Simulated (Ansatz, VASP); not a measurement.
One calculation of Si, two programs

File INCAR:

```
ALGO = Normal
EDIFF = 1E-7
ENCUT = 520
GGA = CA
ISIF = 2
ISMEAR = 0
LASPH = True
LCHARG = True
LELF = True
LREAL = False
LVHAR = True
LWAVE = False
NBANDS = 11
NELM = 80
PREC = Accurate
SIGMA = 0.05
```

Contents of KPOINTS:

```
k-points
0
Gamma
  10 10 10
```

The input POSCAR:

```
Si
1.0
   -0.0543094000      2.7154700000      2.7154700000
    2.6611606000      0.0000000000      2.6611606000
    2.7154700000      2.7154700000     -0.0543094000
Si
2
Direct
    0.5000000000      0.5000000000      0.5000000000
    0.7500000000      0.7500000000      0.7500000000
```

Input for Ansatz:

```yaml
crystal:
  lattice:
    - [-0.0543094, 2.71547, 2.71547]
    - [2.6611606, 0.0, 2.6611606]
    - [2.71547, 2.71547, -0.0543094]
  atoms:
    - { symbol: Si, position: [0.5, 0.5, 0.5] }
    - { symbol: Si, position: [0.75, 0.75, 0.75] }
basis:
  ecutwfc: 420
kpoints:
  mp_grid: { grid: [10, 10, 10] }
hamiltonian:
  xc: lda
scf:
  occupations: { method: gaussian, width: 0.05 }
output:
  forces: true
  stress: true
  eigenvalues: true
```

Change from the starting cell: strain -0.0400 x Voigt [0, 0, 0, 0, 1, 0], atoms carried along.

Alike in both runs: task single point; functional LDA; k mesh 10 × 10 × 10; occupations gaussian, width 0.05 eV; no spin polarisation.

|  | VASP | Ansatz |
| --- | --- | --- |
| version | VASP 6.6.1 | Ansatz 0.2.0 |
| potentials or method | VASP PAW LDA potentials, release 64 (Si) | scalar-relativistic, plane waves, PAW |
| plane-wave cutoff (eV) | 520 | 420 |
| valence electrons in the cell | 8 | 8 |

```tsv
	VASP	Ansatz	Ansatz less VASP
gap on the k mesh at the Fermi level (eV)	0.33	0.34	+0.006
least direct gap on the mesh (eV)	2.17	2.18	+0.003
pressure (GPa)	-1.3	-1.3	-0.04
largest component of the traceless stress (GPa)	4.05	4.02	-0.026
rms of the force components (eV/Å)	0.215	0.214	-0.0004
```

Atom by atom the forces differ by 0.000 eV/Å (rms over components).

A k mesh can miss the band edges.
